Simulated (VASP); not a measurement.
Consider the following.

```
Se
1.0
    2.77233     0.00000     0.00000
    0.00000     2.77233     0.00000
    0.00000     0.00000     2.77233
Se
1
Direct
  0.00000   0.00000   0.00000
```

These are LDA (Ceperley-Alder, Perdew-Zunger), VASP's LDA PAW potentials (set 64) (plane waves; VASP) values and carry that method's errors. Run with 400 eV cut-off, 12×12×12 Γ-centred mesh, first-order Methfessel-Paxton smearing of 0.10 eV, potentials Se.

Predict the energy per atom (σ→0), band gap (on the k-mesh) with the smallest direct gap where there is one.

```yaml
band gap (on the k-mesh): none (metal, semimetal or under 0.01 eV)
energy per atom (σ→0): -4.077 eV/atom
```

Total energies compare only between runs with the same potentials, cut-off and functional.

The structure comes from a computed database's Se entry (Pm-3m); how it stands against other phases isn't given here. It was relaxed first. The start is the result of an earlier pass.
